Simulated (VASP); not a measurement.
VASP ran on this input.

POSCAR:
```
HfO2
3.569490
  0.0000000000   0.7071067667   0.7071067667
  0.7071067667   0.0000000000   0.7071067667
  0.7071067667   0.7071067667   0.0000000000
Hf O
1 2
direct
  0.0000000000   0.0000000000   0.0000000000
  0.2500000000   0.2500000000   0.2500000000
  0.7500000000   0.7500000000   0.7500000000
```

KPOINTS:
```
Automatic mesh
0
Gamma
9 9 9
0 0 0
```

**INCAR**
```
AGGAC  =  0.0
ALGO  =  Normal
EDIFF  =  1E-7
ENCUT  =  520
GGA  =  MK
ISIF  =  2
ISMEAR  =  -5
LASPH  =  T
LCHARG  =  T
LEFG  =  T
LMAXMIX  =  6
LORBIT  =  11
LREAL  =  F
LUSE_VDW  =  T
LWAVE  =  F
NEDOS  =  601
NELM  =  100
PARAM1  =  0.1234
PARAM2  =  1.0
PREC  =  Accurate
SYSTEM  =  HfO2
```

POTCAR, in this order: Hf_pv O (PBE.64 set). Program: vasp_std.

Problem. Translate this optB86b-vdW calculation to Quantum ESPRESSO's pw.x.

Solution. One equivalent input (not run):
```
&CONTROL
  calculation = 'scf'
  pseudo_dir = './pseudo'
  outdir = './out'
  tprnfor = .true.
  tstress = .true.
/
&SYSTEM
  ibrav = 0
  nat = 3
  ntyp = 2
  ecutwfc = 84
  occupations = 'tetrahedra'
  input_dft = 'vdw-df-ob86'
/
&ELECTRONS
  conv_thr = 7.3e-09
  electron_maxstep = 100
/
ATOMIC_SPECIES
  Hf 178.490 Hf.upf
  O 15.999 O.upf
CELL_PARAMETERS angstrom
     0.0000000    2.5240105    2.5240105
     2.5240105    0.0000000    2.5240105
     2.5240105    2.5240105    0.0000000
ATOMIC_POSITIONS crystal
  Hf   0.0000000  0.0000000  0.0000000
  O    0.2500000  0.2500000  0.2500000
  O    0.7500000  0.7500000  0.7500000
K_POINTS automatic
  9 9 9 0 0 0
```
What does not carry over: the potentials are each code's own (VASP's PAW set, PseudoDojo norm-conserving files in pw.x), so ENCUT and ecutwfc are chosen apart and not converted; conv_thr bounds pw.x's estimated SCF error, while EDIFF bounds the energy change between steps; the field gradients of LEFG aren't asked of the other code.

The compound is HfO2 in the fluorite structure, the high-temperature cubic form, which is unstable at 0 K; the monoclinic form is the stable one. It was relaxed first.
